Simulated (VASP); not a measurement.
Data:

```yaml
crystal:
  lattice:
    - [0.00000, 2.43039, 2.43039]
    - [2.43039, 0.00000, 2.43039]
    - [2.43039, 2.43039, 0.00000]
  atoms:
    - { symbol: Be, position: [0.00000, 0.00000, 0.00000] }
    - { symbol: S, position: [0.25000, 0.25000, 0.25000] }
```

All values below come from rev-vdW-DF2, VASP's PBE PAW potentials (set 64) (plane waves; VASP). Settings: 520 eV cut-off, Gaussian smearing of 0.050 eV, potentials Be S.

Q: Estimate the band gap (along the path) with the smallest direct gap where there is one.

A: 
The band gap (along the path) is 3.11 eV. The smallest direct gap (along the path) is 5.66 eV.

The compound is BeS in the zinc blende structure. It was relaxed first.
